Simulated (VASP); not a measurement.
Consider the following.

```xyz
2
Lattice="1.3521 -2.3419 0.0000 1.3521 2.3419 0.0000 0.0000 0.0000 4.3319" Properties=species:S:1:pos:R:3 pbc="T T T"
Tc     1.3521     0.7806     1.0830
Tc     1.3521    -0.7806     3.2489
```

Level of theory: PBEsol GGA, VASP's PBE PAW potentials (set 64) (plane waves; VASP). Numerical set-up: 480 eV cut-off, 14×14×8 Γ-centred mesh, first-order Methfessel-Paxton smearing of 0.10 eV, potentials Tc_pv.

### Question
What does the run give for the energy per atom (σ→0), pressure, band gap (on the k-mesh) with the smallest direct gap where there is one?

### Answer

```json
{
 "band gap (on the k-mesh)": "none (metal, semimetal or under 0.01 eV)",
 "energy per atom (σ→0)": "-11.261 eV/atom",
 "pressure": "5.89 GPa"
}
```

Only differences to runs with the same potentials and settings are physical.

The compound is Tc in the hcp structure. This cell was strained or had an atom moved on purpose.
